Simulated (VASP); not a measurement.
A run of VASP 6.6.1 is set up as follows.

The input INCAR:

```
SYSTEM = Ga2Ge2O3
PREC     = Accurate       ! precision mode
ENCUT    = 520            ! plane-wave cutoff, eV
EDIFF    = 1E-6           ! SCF threshold, eV
ISMEAR   = 0              ! smearing method
SIGMA    = 0.1            ! smearing width, eV
LREAL    = .FALSE.        ! projectors in reciprocal space
LASPH    = .TRUE.         ! aspherical terms in the spheres
NELM     = 120            ! most SCF steps
ALGO     = Normal         ! electronic algorithm
ISIF     = 3              ! what is computed and relaxed
LWAVE    = .FALSE.        ! write WAVECAR
LCHARG   = .FALSE.        ! write CHGCAR
GGA      = PE             ! functional
IBRION   = 2              ! ionic algorithm
NSW      = 90             ! ionic steps
EDIFFG   = -0.01          ! ionic threshold
KPAR     = 4
```

Contents of KPOINTS:

```
Automatic mesh
0
G
  12 12 4
  0 0 0
```

POSCAR

```
Ga2Ge2O3
1.0
    3.0160291800      0.0000000000      0.0000000000
   -1.5080145900      2.6119578900      0.0000000000
    0.0000000000      0.0000000000     12.8560000000
Ga Ge O
2 2 3
Direct
    0.3333333300      0.6666666700      0.1092097100
    0.6666666700      0.3333333300      0.8907902900
    0.6666666700      0.3333333300      0.4125700100
    0.3333333300      0.6666666700      0.5874299900
    0.6666666700      0.3333333300      0.1684038600
    0.3333333300      0.6666666700      0.8315961400
    0.0000000000      0.0000000000      0.0000000000
```

Potentials or basis: VASP PAW PBE potentials, release 64 (Ga_d, Ge_d, O).

Command:

```console
$ cat potpaw_PBE.64/Ga_d/POTCAR potpaw_PBE.64/Ge_d/POTCAR potpaw_PBE.64/O/POTCAR > POTCAR
$ mpirun -np 4 vasp_std > vasp.out
```

Q: What does it give for the space group after relaxing (to 0.05 Å)?

A: P-3m1 (No. 164).

Q: Estimate the band gap on the k mesh.

A: None (metal or under the smearing width).

Q: What does it give for the relaxed volume?

A: 15.62 Å³/atom.

Final structure:
```
CELL_PARAMETERS angstrom
3.01822 0.00000 0.00000
-1.50911 2.61386 0.00000
0.00000 0.00000 13.86246
ATOMIC_POSITIONS crystal
Ga 0.33333 0.66667 0.10221
Ga 0.66667 0.33333 0.89779
Ge 0.66667 0.33333 0.41831
Ge 0.33333 0.66667 0.58169
O 0.66667 0.33333 0.15678
O 0.33333 0.66667 0.84322
O 0.00000 0.00000 0.00000
```
